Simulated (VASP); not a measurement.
**Initial- and final-state core-level shifts of BaAl20**

Aim: how the core levels of BaAl20 differ from atom to atom, with and without the screening of the hole.

Method: PBE; plane waves and PAW (Ba_sv_GW, Al), in the first sound run; inputs show where later runs differ, in VASP 6.6.1.

Most raw output is cut from this account.

## (1) Starting point

The cell holds 21 atoms: 1 Ba and 20 Al. Cell: a = 8.080 Å, b = 5.713 Å, c = 22.813 Å, α = 90.0°, β = 90.0°, γ = 90.0°. It derives from Al. Adsorbate: added Ba, site longbridge, coverage in monolayers 0.25, cell 2x2, faces one. Regions: adsorbate, 1 atom (1 Ba); layer 1, 4 atoms (4 Al); layer 2, 4 atoms (4 Al); layer 3, 4 atoms (4 Al); other layers, 8 atoms (8 Al). Vacuum lies along c.

## (2) Relaxation

The free atoms are relaxed first inside the given cell, which is kept (ISIF = 0), since core levels depend on the positions.

INCAR reads:

```
SYSTEM = BaAl20
PREC = Normal
ENCUT = 330
EDIFF = 1E-05
NELM = 100
ISMEAR = 0
SIGMA = 0.1
LREAL = Auto
ALGO = Fast
GGA = PE
NBANDS = 56
LWAVE = .FALSE.
LCHARG = .FALSE.
NCORE = 8
IBRION = 2
NSW = 50
ISIF = 0
EDIFFG = -0.05
```

POSCAR reads:

```
BaAl20
1.0
    8.0800000000      0.0000000000      0.0000000000
    0.0000000000      5.7134227920      0.0000000000
    0.0000000000      0.0000000000     22.8134227920
Ba Al
1 20
Selective dynamics
Direct
    0.2519202640      0.0000000000      0.6712461750  T T T
    0.0000000000      0.0000000000      0.5791951040  T T T
    0.5000000000      0.0000000000      0.5791951040  T T T
    0.0000000000      0.5000000000      0.5791951040  T T T
    0.5000000000      0.5000000000      0.5791951040  T T T
    0.2500000000      0.2500000000      0.5165847840  T T T
    0.7500000000      0.2500000000      0.5165847840  T T T
    0.2500000000      0.7500000000      0.5165847840  T T T
    0.7500000000      0.7500000000      0.5165847840  T T T
    0.0000000000      0.0000000000      0.4539744650  F F F
    0.5000000000      0.0000000000      0.4539744650  F F F
    0.0000000000      0.5000000000      0.4539744650  F F F
    0.5000000000      0.5000000000      0.4539744650  F F F
    0.2500000000      0.2500000000      0.3913641450  F F F
    0.7500000000      0.2500000000      0.3913641450  F F F
    0.2500000000      0.7500000000      0.3913641450  F F F
    0.7500000000      0.7500000000      0.3913641450  F F F
    0.0000000000      0.0000000000      0.3287538250  F F F
    0.5000000000      0.0000000000      0.3287538250  F F F
    0.0000000000      0.5000000000      0.3287538250  F F F
    0.5000000000      0.5000000000      0.3287538250  F F F
```

KPOINTS reads:

```
Automatic mesh
0
Gamma
3 3 1
0 0 0
```

The projector-augmented-wave data sets are Ba_sv_GW and Al (PBE family, release 64).

On the command line:

```console
$ mpirun -np 8 vasp_std
```

The job ended after 33 s (8 MPI ranks of Intel Xeon 6975P-C (Granite Rapids), shared host; peak memory 1.2 GiB; 4.3 min of CPU time).

The run keeps the 2 symmetry operations of its start, so it cannot find a distortion of lower symmetry.

Relaxation path:

| step | energy less that of the first step (eV) | largest force (eV/Å) |
| --- | --- | --- |
| 1 | 0.0000 | 1.9594 |
| 2 | -0.3067 | 1.0878 |
| 3 | -0.4333 | 0.5136 |
| 4 | -0.4335 | 0.5150 |
| 5 | -0.4699 | 0.5085 |
| 6 | -0.5117 | 0.4880 |
| 7 | -0.5424 | 0.5311 |
| 8 | -0.5600 | 0.6224 |
| 9 | -0.5606 | 0.6375 |
| 10 | -0.5747 | 0.5765 |
| 11 | -0.5759 | 0.5569 |
| 12 | -0.5760 | 0.5498 |
| 13 | -0.5778 | 0.5431 |

The atoms that moved most (Å):

```csv
atom,dx,dy,dz,length
Al3,0.230,0.000,-0.226,0.323
Al2,-0.228,0.000,-0.226,0.322
Ba1,-0.014,0.000,-0.186,0.186
Al7,0.001,0.080,-0.053,0.096
Al9,0.001,-0.080,-0.053,0.096
Al4,0.073,0.000,-0.023,0.077
Al5,-0.072,0.000,-0.023,0.075
Al8,0.000,0.016,0.017,0.024
```

The relaxed structure:

```
Ba Al
1.0
     8.08000    0.00000    0.00000
     0.00000    5.71342    0.00000
     0.00000    0.00000   22.81342
Ba Al
1 20
Direct
  0.25015 0.00000 0.66311
  0.97174 0.00000 0.56927
  0.52852 0.00000 0.56928
  0.00905 0.50000 0.57821
  0.49111 0.50000 0.57819
  0.25005 0.24716 0.51735
  0.75008 0.26406 0.51427
  0.25005 0.75284 0.51735
  0.75008 0.73594 0.51427
  0.00000 0.00000 0.45397
  0.50000 0.00000 0.45397
  0.00000 0.50000 0.45397
  0.50000 0.50000 0.45397
  0.25000 0.25000 0.39136
  0.75000 0.25000 0.39136
  0.25000 0.75000 0.39136
  0.75000 0.75000 0.39136
  0.00000 0.00000 0.32875
  0.50000 0.00000 0.32875
  0.00000 0.50000 0.32875
  0.50000 0.50000 0.32875
```

Numbers from this step:

```
free energy (TOTEN)     : -74.0251 eV
energy at zero smearing : -74.0017 eV
Fermi energy            : 0.819 eV
```

The forces on the free atoms are under 0.05 eV/Å, while the fixed ones keep up to 0.54 eV/Å.

## (3) Initial state

The cell without a hole gives, with ICORELEVEL = 1, the Kohn-Sham core levels of the initial state.

INCAR reads:

```
SYSTEM = BaAl20
PREC = Normal
ENCUT = 330
EDIFF = 1E-05
NELM = 120
ISMEAR = 0
SIGMA = 0.1
LREAL = Auto
ALGO = Fast
GGA = PE
NBANDS = 56
LORBIT = 11
LWAVE = .FALSE.
LCHARG = .FALSE.
NCORE = 8
ICORELEVEL = 1
ISIF = 0
LVHAR = .TRUE.
```

POSCAR reads:

```
BaAl20
1.0
    8.0800000000      0.0000000000      0.0000000000
    0.0000000000      5.7134227920      0.0000000000
    0.0000000000      0.0000000000     22.8134227920
Ba Al
1 20
Direct
    0.2501464540      0.0000000000      0.6631087882
    0.9717425200      0.0000000000      0.5692714817
    0.5285166036      0.0000000000      0.5692839143
    0.0090529279      0.5000000000      0.5782077325
    0.4911050206      0.5000000000      0.5781935234
    0.2500540027      0.2471649081      0.5173466558
    0.7500780722      0.2640590345      0.5142682672
    0.2500540027      0.7528350919      0.5173466558
    0.7500780722      0.7359409655      0.5142682672
    0.0000000000      0.0000000000      0.4539744650
    0.5000000000      0.0000000000      0.4539744650
    0.0000000000      0.5000000000      0.4539744650
    0.5000000000      0.5000000000      0.4539744650
    0.2500000000      0.2500000000      0.3913641450
    0.7500000000      0.2500000000      0.3913641450
    0.2500000000      0.7500000000      0.3913641450
    0.7500000000      0.7500000000      0.3913641450
    0.0000000000      0.0000000000      0.3287538250
    0.5000000000      0.0000000000      0.3287538250
    0.0000000000      0.5000000000      0.3287538250
    0.5000000000      0.5000000000      0.3287538250
```

KPOINTS reads:

```
Automatic mesh
0
Gamma
3 4 1
0 0 0
```

On the command line:

```console
$ mpirun -np 8 vasp_std
```

The job ended after 11 s (8 MPI ranks; peak memory 1.2 GiB; 86 s of CPU time).

These are scalar-relativistic Kohn-Sham levels of the ground state, with no core hole, so they are not binding energies.

Numbers from this step:

```yaml
free_energy_toten: -73.3571 eV
energy_at_zero_smearing: -73.3250 eV
fermi_energy: 0.9004 eV
```

The two shallowest core shells; atoms whose shallowest level rounds to another's at 0.01 eV are left out. Core levels, by row:

```
atom  shell  level below the Fermi level (eV)
 Ba1     4p                             176.2
 Ba1     4d                             84.91
 Al2     2s                             103.2
 Al2     2p                             64.64
 Al4     2s                             103.5
 Al4     2p                             65.01
 Al6     2s                             103.4
 Al6     2p                             64.89
 Al7     2s                             103.2
 Al7     2p                             64.69
Al10     2s                             103.4
Al10     2p                             64.82
Al12     2s                             103.4
Al12     2p                              64.9
Al14     2s                             103.5
Al14     2p                             64.95
Al15     2s                             103.5
Al15     2p                             64.91
Al18     2s                             103.6
Al18     2p                             65.07
Al20     2s                             103.6
Al20     2p                              65.1
```

## (4) Core hole, atom Al3

This step: final-state core hole with the electron kept at the Fermi level, PBE; plane waves and PAW (Al, Ba_sv_GW, Al) (VASP 6.6.1).

System of this step: BaAl20. The cell holds 21 atoms: 20 Al and 1 Ba. Cell: a = 8.080 Å, b = 5.713 Å, c = 22.813 Å, α = 90.0°, β = 90.0°, γ = 90.0°. It derives from Al. Adsorbate: added Ba, site longbridge, coverage in monolayers 0.25, cell 2x2, faces one. Vacuum lies along c.

A core electron of Al3 (2p) is moved to the Fermi level; this atom comes first in POSCAR as a species of its own.

Edit INCAR of step 3 so:

```diff
@@ -11,3 +11,2 @@
 NBANDS = 56
-LORBIT = 11
 LWAVE = .FALSE.
@@ -15,4 +14,7 @@
 NCORE = 8
-ICORELEVEL = 1
+ICORELEVEL = 2
+CLNT = 1
+CLN = 2
+CLL = 1
+CLZ = 1
 ISIF = 0
-LVHAR = .TRUE.
```

Edit POSCAR of step 3 so:

```diff
@@ -5,8 +5,8 @@
     0.0000000000      0.0000000000     22.8134227920
-Ba Al
-1 20
+Al Ba Al
+1 1 19
 Direct
+    0.5285166036      0.0000000000      0.5692839143
     0.2501464540      0.0000000000      0.6631087882
     0.9717425200      0.0000000000      0.5692714817
-    0.5285166036      0.0000000000      0.5692839143
     0.0090529279      0.5000000000      0.5782077325
```

KPOINTS is that of step 3.

The projector-augmented-wave data sets are Al, Ba_sv_GW and Al (PBE family, release 64).

On the command line:

```console
$ mpirun -np 8 vasp_std
```

The job ended after 12 s (8 MPI ranks; peak memory 1.2 GiB).

This run has no spin polarisation.

This step gave:

- free energy (TOTEN): -82.0010 eV
- energy at zero smearing: -81.9675 eV
- Fermi energy: 0.8812 eV

This is the reference for holes on Al.

## (5) Core hole, one more run

A run with a slip in its input follows, to show how it looks in the output.

Edit INCAR of step 4 so:

```diff
@@ -4,3 +4,3 @@
 EDIFF = 1E-05
-NELM = 120
+NELM = 60
 ISMEAR = 0
@@ -16,4 +16,4 @@
 CLNT = 1
-CLN = 2
-CLL = 1
+CLN = 5
+CLL = 0
 CLZ = 1
```

POSCAR is that of step 4.

KPOINTS is that of step 4.

On the command line:

```console
$ mpirun -np 8 vasp_std
```

It took 31 s on 8 MPI ranks.

VASP stopped before it finished a first electronic cycle.

VASP's message: “CORE_WAVE_FKT: solution not found within 1000 attempts n=5 l=0 j=0 energy interval: -1e-5 -1e-5”. No number of this run is used.

Settings moved from the usual: CLN = 5 and CLL = 0.

## (6) Core hole, atom Al4

The same hole on the next atom.

Edit INCAR of step 5 so:

```diff
@@ -4,3 +4,3 @@
 EDIFF = 1E-05
-NELM = 60
+NELM = 120
 ISMEAR = 0
@@ -16,4 +16,4 @@
 CLNT = 1
-CLN = 5
-CLL = 0
+CLN = 2
+CLL = 1
 CLZ = 1
```

Edit POSCAR of step 5 so:

```diff
@@ -8,6 +8,6 @@
 Direct
-    0.5285166036      0.0000000000      0.5692839143
+    0.0090529279      0.5000000000      0.5782077325
     0.2501464540      0.0000000000      0.6631087882
     0.9717425200      0.0000000000      0.5692714817
-    0.0090529279      0.5000000000      0.5782077325
+    0.5285166036      0.0000000000      0.5692839143
     0.4911050206      0.5000000000      0.5781935234
```

KPOINTS is that of step 5.

On the command line:

```console
$ mpirun -np 8 vasp_std
```

Run time: 11 s. Hardware: 8 MPI ranks; peak memory 1.2 GiB; 83 s of CPU time.

Against the hole on Al3 the energy differs by +0.38 eV.

## (7) Core hole, atom Al10

INCAR is that of step 6.

Edit POSCAR of step 6 so:

```diff
@@ -8,3 +8,3 @@
 Direct
-    0.0090529279      0.5000000000      0.5782077325
+    0.0000000000      0.0000000000      0.4539744650
     0.2501464540      0.0000000000      0.6631087882
@@ -12,2 +12,3 @@
     0.5285166036      0.0000000000      0.5692839143
+    0.0090529279      0.5000000000      0.5782077325
     0.4911050206      0.5000000000      0.5781935234
@@ -17,3 +18,2 @@
     0.7500780722      0.7359409655      0.5142682672
-    0.0000000000      0.0000000000      0.4539744650
     0.5000000000      0.0000000000      0.4539744650
```

KPOINTS is that of step 6.

On the command line:

```console
$ mpirun -np 8 vasp_std
```

Elapsed: 12 s, on 8 MPI ranks; peak memory 1.2 GiB; 90 s of CPU time.

Against the hole on Al3 the energy differs by +0.24 eV.

## (8) Summary

This step: core-level shifts, PBE; plane waves and PAW (VASP 6.6.1).

No new run; the numbers come from the runs before.

A positive shift is a higher binding energy. Cost is wall time times ranks on a shared host. Core-level shifts:

| atom | region | shell | Kohn-Sham level below the Fermi level (eV) | initial-state shift (eV) | final-state shift (eV) | shifts are from | cost (core minutes) |
| --- | --- | --- | --- | --- | --- | --- | --- |
| Al3 | layer 1 | 2p | 64.64 | 0 | 0 | Al3 | 1.55 |
| Al4 | layer 1 | 2p | 65.01 | 0.3717 | 0.3847 | Al3 | 1.44 |
| Al10 | layer 3 | 2p | 64.82 | 0.1834 | 0.2429 | Al3 | 1.6 |

## (9) Summary of results

```yaml
al4_2p_layer_1_from_al3: initial state +0.37 eV, final state +0.38 eV
al10_2p_layer_3_from_al3: initial state +0.18 eV, final state +0.24 eV
```

In words: Against Al3, Al4 is shifted by +0.37 eV in the initial state and by +0.38 eV with the hole; against Al3, Al10 is shifted by +0.18 eV in the initial state and by +0.24 eV with the hole (energies extrapolated to zero smearing). Only these atoms were given a hole, so other sites aren't ranked. The difference of the two pictures holds the screening of the hole, but also the cell's limits: holes repeat 5.7 Å apart, and the electron from the core stays in the cell, where it moves the Fermi energy by -0.02 to -0.00 eV, less than the shifts themselves. Cell size, mesh and smearing weren't varied between the hole runs, and no dipole correction was applied to the slab. On their mesh the free atoms carry forces of up to 0.17 eV/Å, since the relaxation used another. The other core electrons are frozen, spin-orbit splitting and multiplets are absent, and only shifts between atoms of one element are meaningful. Not tabulated here, as repeats of values shown or as unfit to read for their mesh, reference level or band range: core levels (core hole).

[Lines on the potential files, build, host, timing and source positions are cut from VASP's logs without a mark.]

[Logs are printed without paths, hosts, clocks, repeated set-up lines and the standing remarks that a program may print on its own settings, such as how far it seeks lower states.]

[Hosts, paths, dates, database ids (printed as entryN), source tags and the programs' standing remarks are cut or masked in the printed files.]
